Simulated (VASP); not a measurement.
A run of VASP 6.6.1 is set up as follows.

INCAR

```
SYSTEM = MgWBr4O
PREC = Accurate ; ENCUT = 520
EDIFF = 1E-7 ; ISMEAR = -1
SIGMA = 0.05 ; LREAL = .False.
LASPH = .True. ; NELM = 80
ALGO = Normal ; ISIF = 2
LWAVE = .False. ; LCHARG = .True.
GGA = PE ; LELF = .True.
LVHAR = .True. ; NBANDS = 34
```

The input KPOINTS:

```
Automatic mesh
0
Gamma
  7 7 4
  0 0 0
```

POSCAR

```
MgWBr4O
1.0
    6.6936181217     -1.9662910634      0.0000000000
    6.6936181217      1.9662910634      0.0000000000
   -6.6910355183      0.0000000000      6.6944538826
W Br Mg O
1 4 1 1
Direct
    0.9844610000      0.0155390000      0.0000000000
    0.2995900000      0.2419170000      0.1913300000
    0.7580830000      0.7004100000      0.8086700000
    0.8550250000      0.9860470000      0.6497590000
    0.0139530000      0.1449750000      0.3502410000
    0.2311720000      0.7688280000      0.5000000000
    0.4841510000      0.5158490000      0.0000000000
```

Potentials or basis: VASP PAW PBE potentials, release 64 (W_sv, Br, Mg, O).

Command:

```bash
$ cat potpaw_PBE.64/W_sv/POTCAR potpaw_PBE.64/Br/POTCAR potpaw_PBE.64/Mg/POTCAR potpaw_PBE.64/O/POTCAR > POTCAR
$ mpirun -np 1 vasp_std > vasp.out
```

(1) What does it give for the band gap on the k mesh?

(2) What does it give for the pressure?

## Answers

(1) none (metal or under the smearing width).

(2) -3.3 GPa.
